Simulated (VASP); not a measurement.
Given:

```xyz
4
Lattice="3.3612 0.0000 0.0000 -1.6806 2.9108 0.0000 0.0000 0.0000 5.5413" Properties=species:S:1:pos:R:3 pbc="T T T"
Be     0.0000     1.9406     0.0032
Be     1.6806     0.9703     2.7738
S      0.0000     1.9406     2.0748
S      1.6806     0.9703     4.8455
```

Calculation: PBEsol GGA, VASP's PBE PAW potentials (set 64) (plane waves; VASP). Run with 500 eV cut-off, 8×8×4 Γ-centred mesh, Gaussian smearing of 0.050 eV, potentials Be S.

**Question.** Estimate the energy per atom (σ→0), pressure.

**Answer.** 
The energy per atom (σ→0) comes out as -5.267 eV/atom and the pressure comes out as 4.90 GPa.

Total energies compare only between runs with the same potentials, cut-off and functional.

The structure was generated: BeS was put into the wurtzite type (P6_3mc), which need not be its known phase. It was relaxed first under an external pressure of 5 GPa.
